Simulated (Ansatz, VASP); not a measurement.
# One calculation of Ca2Al2O3, two programs

```
Ca Al O
1.0
     2.69818    1.55779    4.17781
    -2.69818    1.55779    4.17781
     0.00000   -3.11558    4.17781
Ca Al O
2 2 3
Direct
  0.00000 0.00000 0.00000
  0.50000 0.50000 0.50000
  0.75697 0.75697 0.75697
  0.24303 0.24303 0.24303
  0.50000 0.00000 0.00000
  0.00000 0.00000 0.50000
  0.00000 0.50000 0.00000
```

Alike in both runs: task single point; functional PBE; k mesh 6 × 6 × 6; occupations gaussian, width 0.2 eV; no spin polarisation.

|  | VASP | Ansatz |
| --- | --- | --- |
| version | VASP 6.6.1 | Ansatz 0.2.0 |
| potentials or method | VASP PAW PBE potentials, release 64 (Ca_sv, Al, O) | scalar-relativistic, plane waves, PAW |
| plane-wave cutoff (eV) | 520 | 420 |
| valence electrons in the cell | 44 | 44 |

Ansatz gave:

| Quantity | Value |
| --- | --- |
| gap on the k mesh at the Fermi level (eV) | none |
| pressure (GPa) | 0.0 |

Task: Which values does VASP return?

Result: gap on the k mesh at the Fermi level (eV): none; pressure (GPa): 0.1.

A gap of «none» marks a metal or a gap that the smearing closes.
